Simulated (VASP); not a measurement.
These are PBE GGA, VASP's PBE PAW potentials (set 64) (plane waves; VASP) values and carry that method's errors.

VASP input:

### INCAR
```
SYSTEM = PtAl2
PREC = Accurate; ENCUT = 400; LREAL = .False.
LASPH = .True.
EDIFF = 1E-6; NELM = 100; ALGO = Normal
LMAXMIX = 6
ISMEAR = 1; SIGMA = 0.1
GGA = PE
ISIF = 2
LWAVE = .False.; LCHARG = .False.
```

File POSCAR:
```
PtAl2
1
    0.0000000000     2.9550000000     2.9550000000
    2.9550000000     0.0000000000     2.9550000000
    2.9550000000     2.9550000000     0.0000000000
Al Pt
2 1
Direct
  0.2500000000   0.2500000000   0.2500000000
  0.7500000000   0.7500000000   0.7500000000
  0.0000000000   0.0000000000   0.0000000000
```

**KPOINTS**
```
Regular mesh
0
gamma
7 7 7
0 0 0
```

POTCAR, in this order: Al Pt (PBE.64 set). Program: vasp_std.

Unless said otherwise, spin-orbit coupling is left out, though it shifts the bands of the heavy elements here.

Q: Estimate the energy per atom (σ→0), pressure, band gap (on the k-mesh).

A: 
```
Item                                                         Value
------------------------  ----------------------------------------
energy per atom (σ→0)                               -5412 meV/atom
band gap (on the k-mesh)  none (metal, semimetal or under 0.01 eV)
pressure                                                  2.37 GPa
```

### OSZICAR
```
...
DAV:   7    -0.162659042550E+02    0.80620E-01   -0.19797E-01   520   0.456E+00    0.167E+00
DAV:   8    -0.162356929763E+02    0.30211E-01   -0.31830E-02   576   0.178E+00    0.251E-01
DAV:   9    -0.162357272538E+02   -0.34278E-04   -0.17900E-03   572   0.415E-01    0.165E-01
DAV:  10    -0.162358968397E+02   -0.16959E-03   -0.33537E-04   548   0.151E-01    0.179E-02
DAV:  11    -0.162358944455E+02    0.23942E-05   -0.18067E-05   584   0.450E-02    0.835E-03
DAV:  12    -0.162358966119E+02   -0.21664E-05   -0.61580E-06   536   0.188E-02    0.234E-03
DAV:  13    -0.162358965390E+02    0.72937E-07   -0.55009E-07   364   0.782E-03
   1 F= -.16235897E+02 E0= -.16235682E+02  d E =-.643153E-03
```

The compound is PtAl2 in the fluorite structure. The cell was not relaxed at this level.
